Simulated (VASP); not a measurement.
Data:

```xyz
2
Lattice="0.0000 2.7119 2.7119 2.7119 0.0000 2.7119 2.7119 2.7119 0.0000" Properties=species:S:1:pos:R:3 pbc="T T T"
Rh     4.0678     4.0678     4.0678
Rh     2.7119     2.7119     2.7119
```

Calculation: PBEsol GGA, VASP's PBE PAW potentials (set 64) (plane waves; VASP 6.6.1). Settings: 400 eV cut-off, Gaussian smearing of 0.050 eV, potentials Rh_pv.

Give the energies of bands 7 to 18 at the high-symmetry points, in eV from the Fermi level.

```tsv
band	Γ	X	U	L	W
7	-5.96	-4.96	-5.29	-4.36	-5.20
8	-4.53	-4.96	-4.70	-4.35	-5.20
9	-4.53	-4.33	-4.53	-4.35	-3.67
10	-4.14	-4.33	-3.53	-4.20	-3.67
11	-4.14	-2.31	-2.91	-4.20	-2.83
12	-4.14	-2.31	-2.55	-3.89	-2.83
13	-1.53	-2.25	-2.27	-0.96	-2.28
14	-1.53	-2.25	-2.09	-0.96	-2.28
15	-1.53	0.32	0.48	-0.86	0.70
16	0.42	0.32	0.67	0.07	0.70
17	0.42	2.35	1.93	0.07	2.67
18	12.60	2.35	2.45	1.91	2.67
```

It has no gap at this level: it comes out as a metal or semimetal.

The structure was generated: Rh was put into the diamond type (Fd-3m), which need not be its known phase. It was relaxed first, which changed the volume by +13 %.
